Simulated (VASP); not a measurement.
Output of a VASP run:

File OSZICAR:
```
       N       E                     dE             d eps       ncg     rms          rms(c)
DAV:   1     0.168751186471E+03    0.16875E+03   -0.13360E+04  3072   0.149E+03
DAV:   2     0.214584151100E+00   -0.16854E+03   -0.16495E+03  3128   0.379E+02
DAV:   3    -0.320473793738E+01   -0.34193E+01   -0.34157E+01  3816   0.640E+01
DAV:   4    -0.320882074780E+01   -0.40828E-02   -0.40827E-02  3632   0.199E+00
DAV:   5    -0.320883187913E+01   -0.11131E-04   -0.11131E-04  3888   0.983E-02    0.560E+00
DAV:   6    -0.305478792251E+01    0.15404E+00   -0.38889E-01  3296   0.851E+00    0.427E+00
DAV:   7    -0.303753244856E+01    0.17255E-01   -0.38645E-02  3656   0.199E+00    0.184E+00
DAV:   8    -0.303514853025E+01    0.23839E-02   -0.42296E-03  3432   0.100E+00    0.989E-02
DAV:   9    -0.303515635231E+01   -0.78221E-05   -0.15798E-05  4016   0.517E-02    0.395E-02
DAV:  10    -0.303516308016E+01   -0.67278E-05   -0.53029E-06  3472   0.297E-02    0.261E-03
DAV:  11    -0.303516307147E+01    0.86898E-08   -0.89215E-08  2008   0.352E-03
   1 F= -.30351631E+01 E0= -.30353158E+01  d E =-.303516E+01
```

### OUTCAR
```
------------------------ aborting loop because EDIFF is reached ----------------------------------------
  FORCE on cell =-STRESS in cart. coord.  units (eV):
  Direction    XX          YY          ZZ          XY          YZ          ZX
  --------------------------------------------------------------------------------------
  Total       -0.0208529     -0.0208529     -0.0173162      0.0000000      0.0000000      0.0000000
  in kB       -0.8343375     -0.8343377     -0.6928342      0.0000000      0.0000000      0.0000000
  external PRESSURE =      -0.7871698 kB  Pullay stress =       0.0000000 kB
  volume of cell :       40.04
      direct lattice vectors                 reciprocal lattice vectors
     1.474092710 -2.553203755  0.000000000     0.339191692 -0.195832393  0.000000000
     1.474092710  2.553203755  0.000000000     0.339191692  0.195832393  0.000000000
     0.000000000  0.000000000  5.319792987     0.000000000  0.000000000  0.187977239
 POSITION                                       TOTAL-FORCE (eV/Angst)
 -----------------------------------------------------------------------------------
      1.47409      0.85107      1.32995         0.000000     -0.000000      0.000000
      1.47409     -0.85107      3.98984        -0.000000      0.000000      0.000000
 -----------------------------------------------------------------------------------
    total drift:                               -0.000013      0.000188      0.000002
  FREE ENERGIE OF THE ION-ELECTRON SYSTEM (eV)
  ---------------------------------------------------
  free  energy   TOTEN  =        -3.0351630715 eV

  energy  without entropy=       -3.0356211438  energy(sigma->0) =       -3.03531576

 reached required accuracy - stopping structural energy minimisation
```
(Selected blocks of OUTCAR.)

File POSCAR:
```
Cd
1
    1.4740927101    -2.5532037555    -0.0000000000
    1.4740927101     2.5532037555     0.0000000000
   -0.0000000000    -0.0000000000     5.3197929873
Cd
2
Direct
  0.3333330000   0.6666670000   0.2500000000
  0.6666670000   0.3333330000   0.7500000000
```

Task: Write an INCAR and KPOINTS that could have produced this output.

Result: One answer among several that fit: the input of the run itself, LDA (Ceperley-Alder, Perdew-Zunger), plane waves, VASP's LDA PAW potentials (set 64).

**INCAR**
```
# general
SYSTEM  = Cd
PREC    = Accurate
ENCUT   = 500
LREAL   = F
LASPH   = T

# electronic loop
EDIFF   = 1E-6
NELM    = 100
ALGO    = Normal
LMAXMIX = 4

# smearing
ISMEAR  = 1
SIGMA   = 0.1

# ions
IBRION  = 2
NSW     = 40
ISIF    = 3
EDIFFG  = -0.02

# output
LWAVE   = F
LCHARG  = F
```

File KPOINTS:
```
Automatic mesh
0
G
 14 14 7
0 0 0
```

POTCAR, in this order: Cd (LDA.64 set). Program: vasp_std.

The compound is Cd in the hcp structure. It was relaxed first, which changed the volume by -7 %.
